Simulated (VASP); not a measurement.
Here is the system:

```xyz
8
Lattice="-0.1265 5.6607 5.7585 5.6607 -0.1265 5.7585 2.7671 2.7671 0.0000" Properties=species:S:1:pos:R:3 pbc="T T T"
Sn     5.5342     5.5342    11.3020
Sn     1.3835     1.3835     1.6546
Si     5.5578     8.2776     8.6962
Si     4.1270     1.4072     4.2604
Si     8.2776     5.5578     8.6962
Si     1.4072     4.1270     4.2604
Si     2.7671     2.7671     5.7489
Si     4.1506     4.1506     7.2078
```

Calculation: PBEsol GGA, VASP's PBE PAW potentials (set 64) (plane waves; VASP). Run with 400 eV cut-off, 5×5×11 Γ-centred mesh, tetrahedra with Blöchl corrections, potentials Sn_d Si.

The cores are frozen, which limits the accuracy of field gradients.

**Question.** Give the principal components of the electric field gradient (V/Å²) and the asymmetry η at each nucleus.

**Answer.** 
```json
[
 {"atom": "Sn1", "Vxx": "-45.0", "Vyy": "-15.6", "Vzz": "60.6", "η": "0.48"},
 {"atom": "Sn2", "Vxx": "-45.0", "Vyy": "-15.6", "Vzz": "60.6", "η": "0.48"},
 {"atom": "Si3", "Vxx": "-3.6", "Vyy": "-0.7", "Vzz": "4.3", "η": "0.66"},
 {"atom": "Si4", "Vxx": "-3.6", "Vyy": "-0.7", "Vzz": "4.3", "η": "0.66"},
 {"atom": "Si5", "Vxx": "-3.6", "Vyy": "-0.7", "Vzz": "4.3", "η": "0.66"},
 {"atom": "Si6", "Vxx": "-3.6", "Vyy": "-0.7", "Vzz": "4.3", "η": "0.66"},
 {"atom": "Si7", "Vxx": "-3.8", "Vyy": "-0.1", "Vzz": "3.8", "η": "0.96"},
 {"atom": "Si8", "Vxx": "-3.8", "Vyy": "-0.1", "Vzz": "3.8", "η": "0.96"}
]
```

The structure was generated: Sn2Si6 was put into an ordered model structure (Cmcm), which need not be its known phase. It was relaxed first.
